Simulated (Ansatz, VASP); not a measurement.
# Al12Zn4Si17O56 in two plane-wave programs, part 2 of 2

One calculation is typed for both programs; each brings its own data sets. How far apart do they land? The structure shown is frame 121 of Ansatz's trajectory.

VASP 6.6.1 and Ansatz 0.2.0.

So far: The starting structure; Ansatz: dynamics, PBE.

### 3. VASP: single point, PBE

Level of this step: PBE; plane waves and PAW (Si, Al, Zn, O) (VASP).

The same cell, functional and mesh now go to VASP, with its own data sets.

Lines of VASP's logs that name or quote its potential files are left out, and so is its time.

INCAR

```
SYSTEM = Al12Zn4Si17O56
PREC = Accurate
ENCUT = 520
EDIFF = 1E-06
NELM = 120
ISMEAR = 0
SIGMA = 0.01
LREAL = Auto
ALGO = Normal
GGA = PE
NBANDS = 312
LORBIT = 11
LWAVE = .FALSE.
LCHARG = .FALSE.
ISIF = 2
LASPH = .TRUE.
GGA_COMPAT = .FALSE.
EFERMI = MIDGAP
NCORE = 2
```

POSCAR

```
Al12Zn4Si17O56
1.0
   10.3576200000      0.0000000000      0.0000000000
    0.0000000000     10.3576200000      0.0000000000
    0.0000000000      0.0000000000     10.3576200000
Si Al Zn O
17 12 4 56
Direct
    0.0944039268      0.7900656715      0.8781940253
    0.9400325557      0.4298284741      0.8736659580
    0.3826747844      0.8724880812      0.4112431234
    0.8739169809      0.6288606842      0.3855132743
    0.8360511392      0.7650019985      0.9724145122
    0.3933432584      0.1683977593      0.3169357439
    0.2936678503      0.8814766327      0.6802721088
    0.7546810947      0.9966305001      0.1603264070
    0.4091963212      0.5848351262      0.6565987167
    0.7018890440      0.4072653756      0.0311751155
    0.3049542269      0.5565467743      0.9109042425
    0.8863039965      0.2584570587      0.2257275320
    0.0279987101      0.1545046063      0.8350277380
    0.6189838978      0.6162033363      0.2337119918
    0.5073269728      0.0023538226      0.8333478154
    0.5131584283      0.1686487822      0.0554374461
    0.5135639268      0.4306587807      0.4359978451
    0.1394432312      0.3398946862      0.3595806759
    0.7099410869      0.2431929343      0.4869361880
    0.9992083123      0.5803842968      0.1421562096
    0.8953118574      0.9229243784      0.4198261763
    0.4559155482      0.8019313317      0.0625240161
    0.0409360452      0.5106771633      0.5788491951
    0.2084069506      0.6131620971      0.3538168035
    0.9914922540      0.1983660339      0.5729501565
    0.5614031023      0.6970520255      0.8598403880
    0.6453895779      0.9509037791      0.4637455323
    0.7919869623      0.0449620666      0.6923308637
    0.1842025485      0.8270722425      0.1656461620
    0.1780911059      0.3088064633      0.0303061900
    0.1591581850      0.0330867516      0.3931598186
    0.7220867342      0.5499236311      0.6337652858
    0.0446241511      0.0380010080      0.0923957434
    0.1077853793      0.1763146360      0.7008463334
    0.5666842383      0.5938236776      0.7173945366
    0.9412393967      0.2761155555      0.8744383362
    0.0192129080      0.4691618345      0.0077044726
    0.3299889357      0.8899438288      0.1054006615
    0.8917878818      0.6954203765      0.1005250241
    0.9416642047      0.7555210560      0.8546364898
    0.1819626517      0.6556815176      0.8965766267
    0.2452880102      0.4553169551      0.3077058243
    0.0941915228      0.9487893937      0.2508587880
    0.5240779252      0.8685875713      0.9185121679
    0.8010817157      0.9079595506      0.0397002400
    0.4031814258      0.0116918752      0.3333680904
    0.5869012379      0.3033418874      0.0170502490
    0.6468377871      0.4025249044      0.5122605386
    0.7520936277      0.9502182934      0.3112394546
    0.3615985139      0.7362212555      0.6657803627
    0.0429635380      0.2771679208      0.2308928113
    0.6145234137      0.0740517609      0.1333993717
    0.0558236352      0.3513451932      0.5103585573
    0.6576510820      0.5367932015      0.1059316716
    0.7255045078      0.6482859962      0.3434090071
    0.4273568638      0.6509796652      0.9535491744
    0.4520922760      0.1166870381      0.9277807064
    0.8713681328      0.5584873745      0.5246861731
    0.9364023782      0.7666722664      0.4040117324
    0.8748245253      0.1060282188      0.1578644515
    0.8048760236      0.2474506692      0.3548788235
    0.5138439139      0.5166341302      0.3091250693
    0.9897737125      0.0538154518      0.4740471267
    0.4821667526      0.2764631257      0.3954479890
    0.2431156965      0.2018224264      0.3592427604
    0.6415083774      0.0268497975      0.7711230958
    0.7175972859      0.7129437071      0.8905810408
    0.2780175368      0.9332839011      0.5238558665
    0.3882841811      0.9896095821      0.7345220234
    0.1274134405      0.1477269875      0.9538484710
    0.5823345518      0.7583788554      0.1745767850
    0.9171991249      0.0443634735      0.8140480149
    0.1081812231      0.8754327732      0.0060342048
    0.8176106094      0.3475315758      0.1207420237
    0.3461026761      0.4977881019      0.7702348609
    0.3988078342      0.1952668663      0.1615332480
    0.1567058842      0.6103718808      0.5165375830
    0.1324821725      0.6655196850      0.1956723649
    0.3114518586      0.7557044958      0.3438917435
    0.5240779252      0.8346994773      0.4678681010
    0.4087811679      0.5035133554      0.5304693549
    0.9903723056      0.4879885534      0.7382487483
    0.2918527615      0.4471876744      0.0133814525
    0.6185880540      0.1062406228      0.5012444944
    0.7866961715      0.9209837781      0.5629961323
    0.9516761573      0.5248985771      0.2974331941
    0.8204877182      0.2089379607      0.6230002645
    0.7794840900      0.4572092817      0.8945105150
    0.1523419473      0.8707019566      0.7546617852
```

KPOINTS

```
Automatic mesh
0
Gamma
1 1 1
0 0 0
```

Potentials, in the order of the species: Si, Al, Zn and O (PBE family, release 64).

Command:

```console
mpirun -np 8 vasp_gam
```

Numbers of over 12 decimals in the logs are rounded to 6 here.

Output:

```text
[banner, memory and clock lines left out]
running    8 mpi-ranks, on    1 nodes
[...]
LDA part: xc-table for (Slater+PW92), standard interpolation
 POSCAR, INCAR and KPOINTS ok, starting setup
[...]
entering main loop
       N       E                     dE             d eps       ncg     rms          rms(c)
DAV:   1     0.625263036449E+04    0.62526E+04   -0.26014E+05   624   0.166E+03
DAV:   2     0.117347988381E+03   -0.61353E+04   -0.57660E+04   728   0.450E+02
DAV:   3    -0.704767206271E+03   -0.82212E+03   -0.80871E+03   688   0.184E+02
DAV:   4    -0.744526368928E+03   -0.39759E+02   -0.39409E+02   760   0.452E+01
[...]
DAV:  17    -0.647166441550E+03    0.19809E-04   -0.11542E-04   920   0.609E-02    0.132E-02
DAV:  18    -0.647166445147E+03   -0.35968E-05   -0.74389E-05   896   0.365E-02    0.127E-02
DAV:  19    -0.647166444224E+03    0.92234E-06   -0.98587E-06   824   0.231E-02
   1 F= -.64716644E+03 E0= -.64716644E+03  d E =0.000000E+00
```

From OUTCAR (step 3):

```text
  Total       26.5103434     16.5276258     19.6439843     -2.5535184     -3.9375663      2.3769376
  in kB       38.2248698     23.8309378     28.3243688     -3.6818803     -5.6775183      3.4272710
  external PRESSURE =      30.1267255 kB  Pullay stress =       0.0000000 kB

 POSITION                                       TOTAL-FORCE (eV/Angst)
 -----------------------------------------------------------------------------------
      0.97780      8.18320      9.09600         0.549802     -0.874670     -0.407697
      9.73650      4.45200      9.04910        -0.473960      0.768996      0.762910
      3.96360      9.03690      4.25950         0.914849      1.155612      0.934012
      9.05170      6.51350      3.99300         0.000577     -0.257889     -0.663129
      8.65950      7.92360     10.07190         0.240166      0.456016      1.023037
      4.07410      1.74420      3.28270        -0.848682      1.288849      0.394310
      3.04170      9.13000      7.04600        -1.939555     -0.493425     -1.495614
      7.81670     10.32272      1.66060        -0.619279      1.215868     -1.304256
      4.23830      6.05750      6.80080         0.399843      0.858404      2.075407
      7.26990      4.21830      0.32290         1.768177      0.138388     -0.318753
      3.15860      5.76450      9.43480        -1.317234      0.299379      0.262777
[...]
10.26950      2.05460      5.93440         0.304824      0.222253      0.611966
      5.81480      7.21980      8.90590         0.414435      0.406078     -0.793386
[...]
-----------------------------------------------------------------------------------
    total drift:                               -0.013563      0.005786     -0.023415

  FREE ENERGIE OF THE ION-ELECTRON SYSTEM (eV)
  ---------------------------------------------------
  free  energy   TOTEN  =      -647.1664442244 eV

  energy  without entropy=     -647.1664442244  energy(sigma->0) =     -647.16644422

[... 3 further parts left out ...]
[key lines of the parts left out:]
E-fermi :   3.9393
```

The run ends at a pressure of 3.01 GPa, with forces up to 2.7 eV/Å.

### 4. Differences

Known differences besides the potentials themselves: fixed occupations in Ansatz, narrow Gaussian smearing in VASP; the cutoff is 420 eV in Ansatz and 520 eV in VASP (PREC = Accurate, projectors in real space). Total energies have different zeros and are not compared.

Forces on 10 of the 89 atoms, those with the largest forces and the largest differences (eV/Å; atoms numbered as in POSCAR):

```tsv
atom	Ansatz x, y, z	VASP x, y, z
Si7	-1.911, -0.502, -1.471	-1.940, -0.493, -1.496
Si9	0.402, 0.835, 2.100	0.400, 0.858, 2.075
Si13	-0.501, -0.727, -2.153	-0.506, -0.747, -2.140
Si16	1.047, 1.301, 2.141	1.025, 1.340, 2.151
Si17	-1.621, -1.791, -0.788	-1.693, -1.818, -0.784
Zn31	0.161, 0.541, 0.827	0.215, 0.558, 0.896
O35	-1.040, 1.018, -0.297	-1.121, 1.057, -0.257
O43	-0.065, -0.848, -0.735	-0.084, -0.940, -0.760
O62	1.149, 1.678, -1.326	1.171, 1.714, -1.361
O70	0.887, -0.536, 2.264	0.905, -0.573, 2.252
```

The forces differ by 26 meV/Å r.m.s., which is 3.5 % of the r.m.s. force of 0.748 eV/Å (both taken over all components).

### 5. What came out

- r.m.s. force difference (single point, PBE): 3.5 % of the r.m.s. force

In words: The r.m.s. force difference is 3.5 % of the r.m.s. force (single point, PBE), beyond the 3 % picked in this series as the mark of a large difference. What causes the difference of the single point, PBE pair stays open here. 2 further runs of this series are not shown here. Such differences can come from data sets, numerical settings and the points named under the comparisons, not from the functional's error against experiment.

[Lines on the potential files, build, host, timing and source positions are cut from VASP's logs without a mark.]

[Logs are printed without paths, hosts, clocks, repeated set-up lines and the standing remarks that a program may print on its own settings, such as how far it seeks lower states.]

[Hosts, paths, dates, database ids (printed as entryN), source tags and the programs' standing remarks are cut or masked in the printed files.]
